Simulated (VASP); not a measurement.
VASP runs on TlHg (space group Pm-3m) share one base input (PBEsol GGA, plane waves, VASP's PBE PAW potentials (set 64)) and change the settings named in each case.

File KPOINTS:
```
Automatic mesh
0
Gamma
7 7 7
0 0 0
```

**POSCAR**
```
TlHg
3.7150
  1.0000000000   0.0000000000   0.0000000000
  0.0000000000   1.0000000000   0.0000000000
  0.0000000000   0.0000000000   1.0000000000
Tl Hg
1 1
Cart
  0.5000000000   0.5000000000   0.5000000000
  0.0000000000   0.0000000000   0.0000000000
```

### INCAR
```
ALGO = Normal
EDIFF = 1E-6
ENCUT = 300
GGA = PS
ISIF = 2
ISMEAR = 0
LASPH = .TRUE.
LCHARG = .FALSE.
LMAXMIX = 6
LREAL = .FALSE.
LWAVE = .FALSE.
NELM = 100
PREC = Accurate
SIGMA = 0.1
SYSTEM = TlHg
```

POTCAR, in this order: Tl_d Hg (PBE.64 set). Program: vasp_std.

```json
[
 {"change": "base run", "E(σ→0) (eV/atom)": "-1.6061", "pressure (GPa)": "0.72", "−TS (eV)": "-0.0075"},
 {"change": "GGA removed, POTCAR Tl_d Hg (LDA.64 set)", "E(σ→0) (eV/atom)": "-1.9485", "pressure (GPa)": "-1.35", "−TS (eV)": "-0.0076"},
 {"change": "GGA_COMPAT = .FALSE., LNONCOLLINEAR = .TRUE., LSORBIT = .TRUE., MAGMOM = 0.0 0.0 0.0 0.0 0.0 0.0, program vasp_ncl", "E(σ→0) (eV/atom)": "-1.8686", "pressure (GPa)": "0.06", "−TS (eV)": "-0.0077"},
 {"change": "KPOINTS 1×1×1 Γ-centred mesh", "E(σ→0) (eV/atom)": "1.0004", "pressure (GPa)": "32.64", "−TS (eV)": "-0.1060"}
]
```
 Energies of different potentials or functionals have different zeros.  Unless said otherwise, spin-orbit coupling is left out, though it shifts the bands of the heavy elements here. At 300 eV the pressure can carry a Pulay error.

Left out are runs that ran out of time, are held back, or changed the cell or the kind of run, fixed moments of cells without a moment, rows past the twelfth, gaps on odd meshes, pressures of charged cells and columns that move by less than the noise.

The structure comes from a measured TlHg entry of the Crystallography Open Database, whose conditions weren't checked. The cell was not relaxed at this level.
